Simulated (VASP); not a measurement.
Input of a VASP 6.6.1 run:

File INCAR:

```
SYSTEM = NaY
  PREC = Accurate
  ENCUT = 600
  EDIFF = 1E-6
  ISMEAR = -1
  SIGMA = 0.05
  LREAL = .False.
  LASPH = .True.
  NELM = 60
  ALGO = Normal
  ISIF = 3
  LWAVE = .False.
  LCHARG = .False.
  GGA = PE
  IBRION = 2
  NSW = 40
  EDIFFG = -0.005
  PSTRESS = 100
```

KPOINTS

```
regular mesh
0
Gamma
  7 7 7
  0 0 0
```

POSCAR

```
NaY
1.0
    4.0118800000      0.0000000000      0.0000000000
    0.0000000000      4.0118800000      0.0000000000
    0.0000000000      0.0000000000      4.0118800000
Na Y
1 1
Direct
    0.0000000000      0.0000000000      0.0000000000
    0.5000000000      0.5000000000      0.5000000000
```

Potentials or basis: VASP PAW PBE potentials, release 64 (Na_pv, Y_sv).

Command:

```console
$ cat potpaw_PBE.64/Na_pv/POTCAR potpaw_PBE.64/Y_sv/POTCAR > POTCAR
$ mpirun -np 1 vasp_std > vasp.out
```

(1) Predict the band gap on the k mesh.

(2) What does it give for the relaxed cell?

(3) Estimate the relaxed volume.

Results:

(1) none (metal or under the smearing width).

(2) a = 3.682 Å, b = 3.682 Å, c = 3.682 Å, α = 90.00°, β = 90.00°, γ = 90.00°.

(3) 24.96 Å³/atom.

Caveat: the cell is relaxed towards a set pressure, so the enthalpy falls and the energy may rise; the volume moved by over 15 % at a fixed basis, so the end points are rough.
